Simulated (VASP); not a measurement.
Input of a VASP 6.6.1 run:

INCAR

```
SYSTEM = Cu
ALGO = Normal
DIPOL = 0.5 0.5 0.500
EDIFF = 1E-6
EDIFFG = -0.02
ENCUT = 520
GGA = PS
IBRION = 2
IDIPOL = 3
ISIF = 2
ISMEAR = 1
KPAR = 4
LASPH = .True.
LCHARG = .False.
LDIPOL = .True.
LREAL = .False.
LWAVE = .False.
NELM = 80
NSW = 80
PREC = Accurate
SIGMA = 0.1
```

Contents of KPOINTS:

```
k-points
0
Gamma
  15 15 1
  0 0 0
```

File POSCAR:

```
Cu
1.0
    2.5241746300      0.0000000000      0.0000000000
   -1.2620873200      2.1859993600      0.0000000000
    0.0000000000      0.0000000000     27.3658797500
Cu
7
Direct
    0.6666666700      0.3333333300      0.2740639100
    0.3333333300      0.6666666700      0.3493759400
    0.0000000000      0.0000000000      0.4246879700
    0.6666666700      0.3333333300      0.5000000000
    0.3333333300      0.6666666700      0.5753120300
    0.0000000000      0.0000000000      0.6506240600
    0.6666666700      0.3333333300      0.7259360900
```

Potentials or basis: VASP PAW PBE potentials, release 64 (Cu).

Command:

```bash
$ cat potpaw_PBE.64/Cu/POTCAR > POTCAR
$ mpirun -np 4 vasp_std > vasp.out
```

Question: Predict the band gap on the k mesh.

Answer: None (metal or under the smearing width).

Question: What does it give for the energy gained by relaxing?

Answer: 0.2 meV/atom.

Final structure:
```
CELL_PARAMETERS angstrom
2.52417 0.00000 0.00000
-1.26209 2.18600 0.00000
0.00000 0.00000 27.36588
ATOMIC_POSITIONS crystal
Cu 0.66667 0.33333 0.27441
Cu 0.33333 0.66667 0.34909
Cu 0.00000 0.00000 0.42449
Cu 0.66667 0.33333 0.50000
Cu 0.33333 0.66667 0.57551
Cu 0.00000 0.00000 0.65091
Cu 0.66667 0.33333 0.72559
```
